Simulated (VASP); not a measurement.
An input for Ansatz (written as the equivalent of a VASP run, and not itself run):

Ansatz 0.2 input:
```yaml
crystal:
  lattice:
    - [2.9378653, 0.0000000, 0.0000000]
    - [-1.4689327, 2.5442662, 0.0000000]
    - [0.0000000, 0.0000000, 5.1338056]
  atoms:
    - { symbol: Ru, position: [0.0000000, 0.0000000, 1.0000000] }
    - { symbol: Ru, position: [0.0000000, 0.0000000, 0.5000000] }
    - { symbol: N, position: [0.3333330, 0.6666670, 0.2500000] }
    - { symbol: N, position: [0.6666670, 0.3333330, 0.7500000] }
kpoints:
  mp_grid: { grid: [11, 11, 6] }
hamiltonian:
  xc: pbesol
  pseudopotentials: { kind: paw }
scf:
  occupations: { method: methfessel_paxton, width: 0.1 }
  max_iter: 100
relax:
  max_steps: 60
  f_tol: 0.02
  cell: {}
output: { forces: true, stress: true, eigenvalues: true }
```

Translate this input to VASP (INCAR, KPOINTS, POSCAR, choice of POTCAR).

This is not unique; one that fits is 
POSCAR:
```
RuN
1
    2.9378653386     0.0000000000     0.0000000000
   -1.4689326693     2.5442662388     0.0000000000
   -0.0000000000    -0.0000000000     5.1338055971
Ru N
2 2
Direct
  0.0000000000   0.0000000000   1.0000000000
  0.0000000000   0.0000000000   0.5000000000
  0.3333330000   0.6666670000   0.2500000000
  0.6666670000   0.3333330000   0.7500000000
```

### INCAR
```
ALGO=Normal
EDIFF=1E-6
EDIFFG=-0.02
ENCUT=520
GGA=PS
IBRION=2
ISIF=3
ISMEAR=1
LASPH=.TRUE.
LCHARG=.FALSE.
LMAXMIX=4
LREAL=.FALSE.
LWAVE=.FALSE.
NELM=100
NSW=60
PREC=Accurate
SIGMA=0.1
SYSTEM=RuN
```

File KPOINTS:
```
Automatic mesh
0
Gamma
11 11 6
0 0 0
```

POTCAR, in this order: Ru_pv N (PBE.64 set). Program: vasp_std.

The two are equivalent in intent, not identical: each code has its own PAW files, so the cut-off isn't converted (ENCUT is set for VASP's; basis.ecutwfc is left out, and Ansatz then takes the one that its files recommend); Ansatz stops its SCF on the density residual and VASP on the energy change (EDIFF).

The structure was generated: RuN was put into the NiAs type type (P6_3/mmc), which need not be its known phase. This run relaxes it. Symmetry was kept, so distortions that lower it aren't found. The start is the result of an earlier pass.
